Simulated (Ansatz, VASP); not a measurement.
**Li4Si in VASP and in Ansatz**

Contents of INCAR:

```
  PREC = Accurate
  ENCUT = 520
  EDIFF = 1E-6
  ISMEAR = 0
  SIGMA = 0.1
  LREAL = F
  LASPH = T
  NELM = 100
  ALGO = Normal
  ISIF = 2
  LWAVE = F
  LCHARG = F
  GGA = PE
  NBANDS = 16
```

KPOINTS

```
regular mesh
0
Gamma
  4 4 4
```

POSCAR

```
Li4Si
1.0
    4.1000694600      0.0000000000      0.0000000000
    0.0000000000      4.1000694600      0.0000000000
    0.0000000000      0.0000000000      4.1000694600
Li Si
4 1
Direct
    0.0000000000      0.5000000000      0.5000000000
    0.5000000000      0.0000000000      0.5000000000
    0.5000000000      0.5000000000      0.0000000000
    0.0000000000      0.0000000000      0.0000000000
    0.5000000000      0.5000000000      0.5000000000
```

Input for Ansatz:

```yaml
crystal:
  lattice:
    - [4.10006946, 0.0, 0.0]
    - [0.0, 4.10006946, 0.0]
    - [0.0, 0.0, 4.10006946]
  atoms:
    - { symbol: Li, position: [0.0, 0.5, 0.5] }
    - { symbol: Li, position: [0.5, 0.0, 0.5] }
    - { symbol: Li, position: [0.5, 0.5, 0.0] }
    - { symbol: Li, position: [0.0, 0.0, 0.0] }
    - { symbol: Si, position: [0.5, 0.5, 0.5] }
basis:
  ecutwfc: 420
kpoints:
  mp_grid: { grid: [4, 4, 4] }
hamiltonian:
  xc: pbe
scf:
  occupations: { method: gaussian, width: 0.1 }
  lower_state_search: "off"
output:
  forces: true
  stress: true
  eigenvalues: true
```

Alike in both runs: task single point; functional PBE; k mesh 4 × 4 × 4; occupations gaussian, width 0.1 eV; no spin polarisation.

|  | VASP | Ansatz |
| --- | --- | --- |
| version | VASP 6.6.1 | Ansatz 0.2.0 |
| potentials or method | VASP PAW PBE potentials, release 64 (Li_sv, Si) | scalar-relativistic, plane waves, PAW |
| plane-wave cutoff (eV) | 520 | 420 |
| valence electrons in the cell | 16 | 16 |

VASP gave:

```
gap on the k mesh at the Fermi level (eV) : 0.04
least direct gap on the mesh (eV)         : 0.04
```

Question: Which values does Ansatz return?

Answer: gap on the k mesh at the Fermi level (eV): 0.05; least direct gap on the mesh (eV): 0.05.
